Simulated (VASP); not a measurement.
Method: PBE GGA + U (Dudarev), VASP's PBE PAW potentials (set 64) (plane waves; VASP).

A VASP calculation is set up with these files.

**INCAR**
```
SYSTEM = MnO
PREC = Accurate; ENCUT = 520; LREAL = .FALSE.
LASPH = .TRUE.
EDIFF = 1E-6; NELM = 100; ALGO = Normal
LMAXMIX = 4
ISMEAR = 0; SIGMA = 0.05
GGA = PE
MAGMOM = 5.0 -5.0 2*0.0
ISPIN = 2
LDAUL = 2 -1
LDAUU = 4.0 0
LDAUJ = 0 0
LDAU = .TRUE.; LDAUTYPE = 2; LDAUPRINT = 1
ISIF = 2
LWAVE = .FALSE.; LCHARG = .FALSE.; LORBIT = 10
```

**POSCAR**
```
MnO
5.5466250
  0.8164965182   0.4082482591   0.4082482591
  0.4082482591   0.8164965182   0.4082482591
  0.4082482591   0.4082482591   0.8164965182
Mn O
2 2
Direct
  0.0000000000   0.0000000000   0.0000000000
  0.5000000000   0.5000000000   0.5000000000
  0.2500000000   0.2500000000   0.2500000000
  0.7500000000   0.7500000000   0.7500000000
```

**KPOINTS**
```
K-points
0
G
  7 7 7
0 0 0
```

POTCAR, in this order: Mn_pv O (PBE.64 set). Program: vasp_std.

Output

OSZICAR:
```
       N       E                     dE             d eps       ncg     rms          rms(c)
DAV:   1     0.456931123752E+03    0.45693E+03   -0.22445E+04  4112   0.200E+03
DAV:   2     0.201694267397E+02   -0.43676E+03   -0.42982E+03  4125   0.555E+02
DAV:   3    -0.317847696801E+02   -0.51954E+02   -0.50653E+02  5897   0.174E+02
DAV:   4    -0.332135020294E+02   -0.14287E+01   -0.14245E+01  4456   0.303E+01
DAV:   5    -0.332368073452E+02   -0.23305E-01   -0.23296E-01  5065   0.437E+00    0.187E+01
DAV:   6    -0.300488632325E+02    0.31879E+01   -0.38908E+01  5241   0.555E+01    0.160E+01
DAV:   7    -0.310139868199E+02   -0.96512E+00   -0.36611E+00  4797   0.221E+01    0.992E+00
DAV:   8    -0.307793986804E+02    0.23459E+00   -0.20808E+00  4839   0.105E+01    0.609E+00
DAV:   9    -0.310470600753E+02   -0.26766E+00   -0.24427E-01  4846   0.479E+00    0.126E+00
DAV:  10    -0.310472935785E+02   -0.23350E-03   -0.28147E-02  4966   0.183E+00    0.687E-01
DAV:  11    -0.310460371718E+02    0.12564E-02   -0.22036E-02  4895   0.107E+00    0.333E-01
DAV:  12    -0.310461053464E+02   -0.68175E-04   -0.79036E-03  4538   0.576E-01    0.117E-01
DAV:  13    -0.310460784465E+02    0.26900E-04   -0.29115E-04  4918   0.232E-01    0.717E-02
DAV:  14    -0.310460442835E+02    0.34163E-04   -0.25013E-04  4861   0.144E-01    0.269E-02
DAV:  15    -0.310460566939E+02   -0.12410E-04   -0.16933E-05  4832   0.425E-02    0.579E-03
DAV:  16    -0.310460569582E+02   -0.26428E-06   -0.13792E-06  3146   0.191E-02
   1 F= -.31046057E+02 E0= -.31046057E+02  d E =-.320781E-12  mag=     0.0000
```

File OUTCAR:
```
------------------------ aborting loop because EDIFF is reached ----------------------------------------
  FORCE on cell =-STRESS in cart. coord.  units (eV):
  Direction    XX          YY          ZZ          XY          YZ          ZX
  --------------------------------------------------------------------------------------
  Total       -0.8806163     -0.8806163     -0.8806163     -0.2549833     -0.2549833     -0.2549833
  in kB      -30.3793066    -30.3793066    -30.3793066     -8.7963563     -8.7963563     -8.7963563
  external PRESSURE =     -30.3793066 kB  Pullay stress =       0.0000000 kB
  volume of cell :       46.44
      direct lattice vectors                 reciprocal lattice vectors
     4.528800000  2.264400000  2.264400000     0.331213567 -0.110404522 -0.110404522
     2.264400000  4.528800000  2.264400000    -0.110404522  0.331213567 -0.110404522
     2.264400000  2.264400000  4.528800000    -0.110404522 -0.110404522  0.331213567
 POSITION                                       TOTAL-FORCE (eV/Angst)
 -----------------------------------------------------------------------------------
      0.00000      0.00000      0.00000         0.000000     -0.000000      0.000000
      4.52880      4.52880      4.52880         0.000000     -0.000000      0.000000
      2.26440      2.26440      2.26440        -0.000000      0.000000     -0.000000
      6.79320      6.79320      6.79320        -0.000000      0.000000      0.000000
 -----------------------------------------------------------------------------------
    total drift:                                0.000000     -0.000000     -0.000000
  FREE ENERGIE OF THE ION-ELECTRON SYSTEM (eV)
  ---------------------------------------------------
  free  energy   TOTEN  =       -31.0460569582 eV

  energy  without entropy=      -31.0460569582  energy(sigma->0) =      -31.04605696

 total charge

# of ion       s       p       d       tot
------------------------------------------
    1        0.196   6.163   4.938  11.298
    2        0.196   6.163   4.938  11.298
    3        1.555   3.425   0.000   4.980
    4        1.555   3.425   0.000   4.980
--------------------------------------------------
tot          3.502  19.178   9.876  32.556

 magnetization (x)

# of ion       s       p       d       tot
------------------------------------------
    1        0.021   0.020   4.547   4.588
    2       -0.021  -0.020  -4.547  -4.588
    3        0.000   0.000   0.000   0.000
    4        0.000   0.000   0.000   0.000
--------------------------------------------------
tot          0.000   0.000  -0.000  -0.000
```
(Selected blocks of OUTCAR.)

The compound is MnO in the rock salt, AFM-II order structure. The cell was not relaxed at this level. The run is one of a series of settings (LDAU = .TRUE., LDAUJ = 0 0, LDAUL = 2 -1, LDAUTYPE = 2, LDAUU = 4.0 0 against the base run), some of them coarse on purpose.
